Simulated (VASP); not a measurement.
# Fe (Iron-alpha): cell size against the level of theory, part 3 of 3

How close do the usual functionals, with and without dispersion, come to the cell of Fe (Iron-alpha)? LASPH is on for some levels and off for others; the table marks which. The start is a cell from a database of measured crystal structures.

VASP 6.6.1, plane waves and PAW; the level of theory is named at each step.

Still holding for the runs below: The cell holds one magnetic atom, so no antiferromagnetic order fits into it.

So far, final volume (Å³): step 2 (relaxation, level LDA) 10.4; step 3 (relaxation, level PBEsol) 10.8; step 4 (relaxation, level PBE) 11.3; step 5 (relaxation, level r2SCAN) 11.7.

## Step 6: Relaxation with PBE + D3(BJ)

This step: PBE with D3(BJ), spin-polarised from a ferromagnetic start (one magnetic atom a cell); plane waves and PAW (Fe) (VASP 6.6.1).

A dispersion term adds the long-range attraction that semilocal functionals lack. D3 with Becke-Johnson damping keeps a finite attraction at short range.

INCAR

```
SYSTEM = Fe
PREC = Accurate
ENCUT = 520
EDIFF = 1E-06
NELM = 100
ISMEAR = -1
SIGMA = 0.05
LREAL = .FALSE.
ALGO = Normal
GGA = PE
IVDW = 12
NBANDS = 10
ISPIN = 2
MAGMOM = 3
LMAXMIX = 4
LORBIT = 11
LWAVE = .FALSE.
LCHARG = .FALSE.
KPAR = 2
IBRION = 2
NSW = 60
ISIF = 3
EDIFFG = -0.01
```

POSCAR

```
Fe
1.0
   -1.4332500000      1.4332500000      1.4332500000
    1.4332500000     -1.4332500000      1.4332500000
    1.4332500000      1.4332500000     -1.4332500000
Fe
1
Direct
    0.0000000000      0.0000000000      0.0000000000
```

KPOINTS

```
Automatic mesh
0
Gamma
13 13 13
0 0 0
```

PAW data sets: Fe (PBE family, release 64).

Launch:

```console
$ mpirun -np 2 vasp_std
```

What it wrote:

```text
[... set-up lines as in an earlier step ...]
 entering main loop
       N       E                     dE             d eps       ncg     rms          rms(c)
[... 12 cycles as in an earlier step ...]
   1 F= -.85730046E+01 E0= -.85678958E+01  d E =-.857300E+01  mag=     2.2473
[...]
N       E                     dE             d eps       ncg     rms          rms(c)
DAV:   1    -0.933774319102E+01   -0.11091E+01   -0.23656E+01  3628   0.782E+01    0.106E+01
DAV:   2    -0.823991791456E+01    0.10978E+01   -0.80515E+00  3652   0.433E+01    0.786E+00
DAV:   3    -0.820633241047E+01    0.33586E-01   -0.26541E-01  3696   0.785E+00    0.346E+00
DAV:   4    -0.819457417650E+01    0.11758E-01   -0.49387E-03  3664   0.854E-01    0.674E-01
DAV:   5    -0.818544712048E+01    0.91271E-02   -0.13294E-02  3758   0.927E-01    0.136E-01
DAV:   6    -0.818561945768E+01   -0.17234E-03   -0.63016E-04  3624   0.311E-01    0.730E-02
DAV:   7    -0.818561286615E+01    0.65915E-05   -0.30243E-05  3416   0.780E-02    0.344E-02
[...]
2 F= -.85773168E+01 E0= -.85732950E+01  d E =-.431227E-02  mag=     2.0292
 trial-energy change:   -0.004312  1 .order    0.003693   -0.102398    0.109783
 step:   0.5388(harm=  0.4826)  dis= 0.00000  next Energy=    -8.601845 (dE=-0.288E-01)
[...]
N       E                     dE             d eps       ncg     rms          rms(c)
DAV:   1    -0.849743421558E+01   -0.31183E+00   -0.54292E+00  3592   0.403E+01    0.498E+00
DAV:   2    -0.826199020798E+01    0.23544E+00   -0.25863E+00  3656   0.221E+01    0.450E+00
DAV:   3    -0.823845095748E+01    0.23539E-01   -0.16079E-01  3692   0.602E+00    0.163E+00
DAV:   4    -0.823581873413E+01    0.26322E-02   -0.19901E-03  3762   0.705E-01    0.440E-01
DAV:   5    -0.823357311659E+01    0.22456E-02   -0.31090E-03  3534   0.572E-01    0.806E-02
DAV:   6    -0.823360128361E+01   -0.28167E-04   -0.95079E-05  3624   0.114E-01    0.317E-02
DAV:   7    -0.823360506271E+01   -0.37791E-05   -0.67857E-06  3508   0.418E-02    0.202E-02
DAV:   8    -0.823360829005E+01   -0.32273E-05   -0.24065E-06  3412   0.190E-02    0.397E-03
DAV:   9    -0.823360826478E+01    0.25270E-07   -0.85404E-08  1680   0.358E-03
   3 F= -.86025229E+01 E0= -.85981322E+01  d E =-.295184E-01  mag=     2.1106
[...]
reached required accuracy - stopping structural energy minimisation
```

The job ended after 21 s (2 MPI ranks of AMD EPYC 7R43, shared host; peak memory 0.22 GiB; 40 s of CPU time).

OUTCAR, selected parts (step 6):

```text
 Edisp (eV)   -0.39171

 Edisp (eV)   -0.36891

  Total      -0.00703    -0.00703    -0.00703    -0.00000    -0.00000    -0.00000
  in kB      -1.02149    -1.02149    -1.02149    -0.00000    -0.00000    -0.00000
  external pressure =       -1.02 kB  Pullay stress =        0.00 kB

 POSITION                                       TOTAL-FORCE (eV/Angst)
 -----------------------------------------------------------------------------------
     -0.00000      0.00000      0.00000        -0.000000      0.000000     -0.000000
 -----------------------------------------------------------------------------------
    total drift:                                0.000000     -0.000000      0.000000

  FREE ENERGIE OF THE ION-ELECTRON SYSTEM (eV)
  ---------------------------------------------------
  free  energy   TOTEN  =        -8.6025229209 eV

  energy  without entropy=       -8.5937414565  energy(sigma->0) =       -8.59813219

 magnetization (x)
# of ion       s       p       d       tot
------------------------------------------
    1       -0.014  -0.058   2.175   2.103

[... 2 parts as in an earlier step ...]

[... 2 further parts left out ...]
[key lines of the parts left out:]
E-fermi :   6.1647
```

Dispersion corrections of this kind ignore metallic screening and tend to overbind metals.

Spin moment in the PAW sphere by atom:

```csv
atom,spin moment in the PAW sphere (μB)
Fe1,2.10
```

It ends at 11.02 Å³/atom, -6.4 % from the start, with -0.10 GPa left. The conventional cell has a = 2.804 Å. The largest moment is 2.10 μB. Against plain PBE, the dispersion term moves a by -0.9 %.

## Step 7: Relaxation with r2SCAN + rVV10

This step: r2SCAN with rVV10, spin-polarised from a ferromagnetic start (one magnetic atom a cell); plane waves and PAW (Fe) (VASP 6.6.1).

LUSE_VDW switches on a nonlocal correlation term for dispersion.

INCAR: that of step 6 with these lines changed.

```diff
@@ -9,4 +9,8 @@
 ALGO = Normal
-GGA = PE
-IVDW = 12
+METAGGA = R2SCAN
+LUSE_VDW = .TRUE.
+IVDW_NL = 2
+BPARAM = 11.95
+CPARAM = 0.0093
+LASPH = .TRUE.
 NBANDS = 10
```

POSCAR is that of step 6.

KPOINTS is that of step 6.

Launch:

```console
$ mpirun -np 2 vasp_std
```

What it wrote:

```text
[banner, memory and clock lines left out]
running    2 mpi-ranks, on    1 nodes
[...]
|                                                                             |
|               ----> ADVICE to this user running VASP <----                  |
|                                                                             |
|     You have switched on vdW-DFT.                                           |
|     This routine was written and supplied by Jiri Klimes. We recommend      |
|     that you carefully read and cite the following publications:            |
|       J. Klimes, D.R. Bowler, A. Michelides                                 |
|          J. Phys.: Cond Matt. 22 022201 (2010)                              |
|       J. Klimes, D.R. Bowler, A. Michelides                                 |
|          Phys. Rev. B. 83, 195131 (2011)                                    |
|     and references therein.                                                 |
|                                                                             |

[...]
DAV:   4    -0.141860204490E+02    0.13051E-03   -0.11038E-04  3704   0.171E-01    0.914E-02
Total rVV10 correction in eV:      0.1805583     9.9637554
Total rVV10 correction in eV:      0.1805583     9.9637554
DAV:   5    -0.141859351634E+02    0.85286E-04   -0.11460E-04  3576   0.101E-01    0.180E-02
Total rVV10 correction in eV:      0.1805576     9.9637554
Total rVV10 correction in eV:      0.1805576     9.9637554
DAV:   6    -0.141859385293E+02   -0.33659E-05   -0.40265E-06  3464   0.262E-02    0.799E-03
Total rVV10 correction in eV:      0.1805453     9.9637554
Total rVV10 correction in eV:      0.1805453     9.9637554
DAV:   7    -0.141859400094E+02   -0.14801E-05   -0.23190E-07  1822   0.710E-03    0.231E-03
Total rVV10 correction in eV:      0.1805433     9.9637554
Total rVV10 correction in eV:      0.1805433     9.9637554
DAV:   8    -0.141859404139E+02   -0.40448E-06   -0.86709E-08  1686   0.289E-03
Total rVV10 correction in eV:      0.1805436     9.9637554
Total rVV10 correction in eV:      0.1805436     9.9637554
Total rVV10 correction in eV:      0.1805433     9.9637554
Total rVV10 correction in eV:      0.1805433     9.9637554
   3 F= -.14185940E+02 E0= -.14183434E+02  d E =-.733930E-03  mag=     2.6468
[...]
reached required accuracy - stopping structural energy minimisation
```

The job ended after 2.1 min (2 MPI ranks; peak memory 0.29 GiB; 4.1 min of CPU time).

From OUTCAR (step 7):

```text
  Total        0.0024328      0.0024328      0.0024328      0.0000000      0.0000000      0.0000000
  in kB        0.3342400      0.3342400      0.3342400      0.0000000      0.0000000      0.0000000
  external PRESSURE =       0.3342400 kB  Pullay stress =       0.0000000 kB

 POSITION                                       TOTAL-FORCE (eV/Angst)
 -----------------------------------------------------------------------------------
      0.00000      0.00000     -0.00000        -0.000000     -0.000000     -0.000000
 -----------------------------------------------------------------------------------
    total drift:                                0.000000     -0.000000      0.000000

  FREE ENERGIE OF THE ION-ELECTRON SYSTEM (eV)
  ---------------------------------------------------
  free  energy   TOTEN  =       -14.1859404139 eV

  energy  without entropy=      -14.1809284683  energy(sigma->0) =      -14.18343444

 magnetization (x)
# of ion       s       p       d       tot
------------------------------------------
    1       -0.012  -0.117   2.842   2.712

[... 2 parts as in an earlier step ...]

[... 2 further parts left out ...]
[key lines of the parts left out:]
E-fermi :   5.5398
```

It ends at 11.66 Å³/atom, -1.0 % from the start, with 0.03 GPa left. The conventional cell has a = 2.857 Å. The largest moment is 2.71 μB. Against plain r2SCAN, the dispersion term moves a by -0.2 %.

## Step 8: Relaxation with optB86b-vdW

This step: optB86b-vdW, spin-polarised from a ferromagnetic start (one magnetic atom a cell); plane waves and PAW (Fe) (VASP 6.6.1).

optB86b-vdW pairs nonlocal correlation with a less repulsive exchange of B86b form.

INCAR: that of step 7 with these lines changed.

```diff
@@ -9,7 +9,7 @@
 ALGO = Normal
-METAGGA = R2SCAN
+GGA = MK
+AGGAC = 0
 LUSE_VDW = .TRUE.
-IVDW_NL = 2
-BPARAM = 11.95
-CPARAM = 0.0093
+PARAM1 = 0.1234
+PARAM2 = 1
 LASPH = .TRUE.
```

POSCAR is that of step 7.

KPOINTS is that of step 7.

Launch:

```console
$ mpirun -np 2 vasp_std
```

What it wrote:

```text
[banner, memory and clock lines left out]
running    2 mpi-ranks, on    1 nodes
[...]
[... a notice as in an earlier step ...]

 [... a notice as in an earlier step ...]

 LDA part: xc-table for (Slater+PW92), standard interpolation
 POSCAR, INCAR and KPOINTS ok, starting setup
[...]
entering main loop
       N       E                     dE             d eps       ncg     rms          rms(c)
DAV:   1     0.202224592411E+02    0.20222E+02   -0.41342E+03  3578   0.966E+02
DAV:   2    -0.628775307080E+01   -0.26510E+02   -0.24404E+02  3388   0.130E+02
DAV:   3    -0.681272269473E+01   -0.52497E+00   -0.52010E+00  3820   0.233E+01
DAV:   4    -0.681506835295E+01   -0.23457E-02   -0.23454E-02  3620   0.145E+00
[...]
DAV:  13    -0.591551940635E+01   -0.15614E-05   -0.27130E-06  2578   0.175E-02    0.119E-02
DAV:  14    -0.591551796065E+01    0.14457E-05   -0.61980E-07  1720   0.105E-02    0.113E-03
DAV:  15    -0.591551804685E+01   -0.86200E-07   -0.21627E-08  1692   0.185E-03
[...]
2 F= -.59157604E+01 E0= -.59120460E+01  d E =-.242323E-03  mag=     2.0073
 trial-energy change:   -0.000242  1 .order    0.009135   -0.113352    0.131622
 step:   0.5200(harm=  0.4627)  dis= 0.00000  next Energy=    -5.946310 (dE=-0.308E-01)
[...]
N       E                     dE             d eps       ncg     rms          rms(c)
DAV:   1    -0.626341237828E+01   -0.34765E+00   -0.65354E+00  3590   0.444E+01    0.536E+00
DAV:   2    -0.598125651343E+01    0.28216E+00   -0.30709E+00  3658   0.241E+01    0.478E+00
DAV:   3    -0.595302840271E+01    0.28228E-01   -0.18965E-01  3668   0.656E+00    0.178E+00
DAV:   4    -0.594986828602E+01    0.31601E-02   -0.22153E-03  3786   0.732E-01    0.504E-01
DAV:   5    -0.594702657785E+01    0.28417E-02   -0.36046E-03  3544   0.599E-01    0.929E-02
DAV:   6    -0.594706408322E+01   -0.37505E-04   -0.11566E-04  3692   0.122E-01    0.325E-02
DAV:   7    -0.594707063303E+01   -0.65498E-05   -0.92992E-06  3512   0.479E-02    0.215E-02
DAV:   8    -0.594707382178E+01   -0.31887E-05   -0.25018E-06  3460   0.194E-02    0.419E-03
DAV:   9    -0.594707357025E+01    0.25153E-06   -0.13969E-07  1682   0.458E-03
   3 F= -.59470736E+01 E0= -.59427378E+01  d E =-.315555E-01  mag=     2.0797
[...]
reached required accuracy - stopping structural energy minimisation
```

Elapsed: 51 s, on 2 MPI ranks; peak memory 0.39 GiB.

Parts of OUTCAR (step 8):

```text
  Total       -0.0038736     -0.0038736     -0.0038736      0.0000000      0.0000000      0.0000000
  in kB       -0.5637073     -0.5637073     -0.5637073      0.0000000      0.0000000      0.0000000
  external PRESSURE =      -0.5637073 kB  Pullay stress =       0.0000000 kB

 POSITION                                       TOTAL-FORCE (eV/Angst)
 -----------------------------------------------------------------------------------
      0.00000     -0.00000      0.00000        -0.000000     -0.000000     -0.000000
 -----------------------------------------------------------------------------------
    total drift:                                0.000000     -0.000000      0.000000

  FREE ENERGIE OF THE ION-ELECTRON SYSTEM (eV)
  ---------------------------------------------------
  free  energy   TOTEN  =        -5.9470735702 eV

  energy  without entropy=       -5.9384019819  energy(sigma->0) =       -5.94273778

 magnetization (x)
# of ion       s       p       d       tot
------------------------------------------
    1       -0.014  -0.051   2.129   2.064

[... 2 parts as in an earlier step ...]

[... 2 further parts left out ...]
[key lines of the parts left out:]
E-fermi :   6.0902
```

Spin moment in the PAW sphere by atom:

```csv
atom,spin moment in the PAW sphere (μB)
Fe1,2.06
```

It ends at 11.01 Å³/atom, -6.5 % from the start, with -0.06 GPa left. The conventional cell has a = 2.803 Å. The largest moment is 2.06 μB.

## Step 9: Relaxation with PBEsol + D3(BJ)

This step: PBEsol with D3(BJ), spin-polarised from a ferromagnetic start (one magnetic atom a cell); plane waves and PAW (Fe) (VASP 6.6.1).

INCAR: that of step 8 with these lines changed.

```diff
@@ -9,8 +9,4 @@
 ALGO = Normal
-GGA = MK
-AGGAC = 0
-LUSE_VDW = .TRUE.
-PARAM1 = 0.1234
-PARAM2 = 1
-LASPH = .TRUE.
+GGA = PS
+IVDW = 12
 NBANDS = 10
```

POSCAR is that of step 8.

KPOINTS is that of step 8.

Launch:

```console
$ mpirun -np 2 vasp_std
```

What it wrote:

```text
[... set-up lines as in an earlier step ...]
 entering main loop
       N       E                     dE             d eps       ncg     rms          rms(c)
[... 12 cycles as in an earlier step ...]
   1 F= -.91859416E+01 E0= -.91807864E+01  d E =-.918594E+01  mag=     2.2408
[... from here on, the cycles between the ionic steps are left out ...]
   2 F= -.91675289E+01 E0= -.91634138E+01  d E =0.184127E-01  mag=     1.9100
   3 F= -.92712070E+01 E0= -.92669094E+01  d E =-.852654E-01  mag=     2.0432
   4 F= -.92712853E+01 E0= -.92670307E+01  d E =-.853436E-01  mag=     2.0392
   5 F= -.92712726E+01 E0= -.92670597E+01  d E =-.853310E-01  mag=     2.0357
   6 F= -.92712712E+01 E0= -.92670028E+01  d E =0.140209E-05  mag=     2.0404
   7 F= -.92712898E+01 E0= -.92670473E+01  d E =-.171587E-04  mag=     2.0381
[...]
reached required accuracy - stopping structural energy minimisation
```

Elapsed: 40 s, on 2 MPI ranks; peak memory 0.22 GiB; 78 s of CPU time.

OUTCAR, selected parts (step 9):

```text
 Edisp (eV)   -0.35712

 Edisp (eV)   -0.35764

  Total      -0.00096    -0.00096    -0.00096    -0.00000     0.00000     0.00000
  in kB      -0.14615    -0.14615    -0.14615    -0.00000     0.00000     0.00000
  external pressure =       -0.15 kB  Pullay stress =        0.00 kB

  FREE ENERGIE OF THE ION-ELECTRON SYSTEM (eV)
  ---------------------------------------------------
  free  energy   TOTEN  =        -9.2712897567 eV

  energy  without entropy=       -9.2628047615  energy(sigma->0) =       -9.26704726

 magnetization (x)
# of ion       s       p       d       tot
------------------------------------------
    1       -0.013  -0.051   2.081   2.016

[... 3 parts as in an earlier step ...]

[... 2 further parts left out ...]
[key lines of the parts left out:]
E-fermi :   6.5342
```

It ends at 10.55 Å³/atom, -10.5 % from the start, with -0.01 GPa left. The conventional cell has a = 2.763 Å. The largest moment is 2.02 μB. Against plain PBEsol, the dispersion term moves a by -0.8 %.

## Step 10: The cells as a table

This step: relaxed cells at several levels; plane waves and PAW (VASP 6.6.1).

No new run; the numbers come from the runs before.

Lengths are those of the conventional cell; cost is the wall time of each run, as given at its step, times its ranks, without the set-up around it; LASPH differs between rows, which moves results and costs too. Results by level, by row:

```csv
level,volume (Å³/atom),change from the start (%),a (Å),largest site moment (μB),cost (core minutes),LASPH
LDA,10.41,-11.6,2.751,1.95,0.9,off
PBEsol,10.8,-8.3,2.785,2.06,0.733,off
PBE,11.32,-3.9,2.829,2.148,0.7,off
r2SCAN,11.75,-0.2,2.864,2.716,3.13,on
PBE + D3(BJ),11.02,-6.4,2.804,2.103,0.7,off
r2SCAN + rVV10,11.66,-1,2.857,2.712,4.13,on
optB86b-vdW,11.01,-6.5,2.803,2.064,1.7,on
PBEsol + D3(BJ),10.55,-10.5,2.763,2.016,1.33,off
```

## Step 11: Results

* volume, LDA: 10.41 Å³/atom
* volume, PBEsol: 10.80 Å³/atom
* volume, PBE: 11.32 Å³/atom
* volume, r2SCAN: 11.75 Å³/atom
* volume, PBE + D3(BJ): 11.02 Å³/atom
* volume, r2SCAN + rVV10: 11.66 Å³/atom
* volume, optB86b-vdW: 11.01 Å³/atom
* volume, PBEsol + D3(BJ): 10.55 Å³/atom

For Fe (Iron-alpha) the levels give volumes between 10.41 Å³/atom (LDA) and 11.75 Å³/atom (r2SCAN), a spread of 12.8 %, while the cost of the finished runs spans a factor of 5.9. Within 1 % of experiment on every length: r2SCAN and r2SCAN + rVV10. The nearest is r2SCAN. Thermal and zero-point expansion, often some tenths of a per cent in length, bear on this order: with the measured lengths lowered by an assumed 0.4 % the nearest becomes r2SCAN + rVV10. The costs hold the number of ionic steps as well as the price of the functional. SCAN-type functionals tend to overstate the moments of itinerant magnets. The closing table has room for seven levels; PBEsol + D3(BJ) stands in the table of levels alone. Adding D3(BJ) to PBE changes the volume by -2.6 % (a by -0.9 %). Adding rVV10 to r2SCAN changes the volume by -0.7 % (a by -0.2 %). Adding D3(BJ) to PBEsol changes the volume by -2.4 % (a by -0.8 %). Pairwise corrections of the D and TS kind ignore the screening in a metal, so they may overbind here. Within 0.02 Å all end in space group Im-3m; the runs can't lower the symmetry of the start. Only the typed magnetic starts were tried, so the magnetic ground state may differ and with it the other results. LASPH is on for some levels and off for others, so differences between them are not the functional's alone. The largest site moment differs between levels, from 1.95 μB (LDA) to 2.72 μB (r2SCAN); larger moments and larger volumes go together in magnets, so the two can't be judged apart. Each is a single relaxation on the plane waves of the start cell, so larger changes of volume carry a basis-set error that was not tested here.

Computed beside measured:

```
              quantity  measured             LDA          PBEsol             PBE          r2SCAN    PBE + D3(BJ)  r2SCAN + rVV10     optB86b-vdW
lattice constant a (Å)     2.866  2.751 (-4.0 %)  2.785 (-2.8 %)  2.829 (-1.3 %)  2.864 (-0.1 %)  2.804 (-2.2 %)  2.857 (-0.3 %)  2.803 (-2.2 %)
```

Measured values from pmc:2430951 (2008).

How well it matches: For the lattice constant a, of the levels listed nearest comes r2SCAN (-0.1 %, good agreement) and farthest LDA (-4.0 %, a clear miss). The grades are ours: good and fair within 0.7 and 1.5 % for the lattice constant a. For lattice constants the calculation has a static lattice, without zero-point motion or thermal expansion.

[Lines on the potential files, build, host, timing and source positions are cut from VASP's logs without a mark.]

[Logs are printed without paths, hosts, clocks, repeated set-up lines and the standing remarks that a program may print on its own settings, such as how far it seeks lower states.]

[Hosts, paths, dates, database ids (printed as entryN), source tags and the programs' standing remarks are cut or masked in the printed files.]

[A measured line is paired with the nearest computed mode of its activity, which favours agreement.]
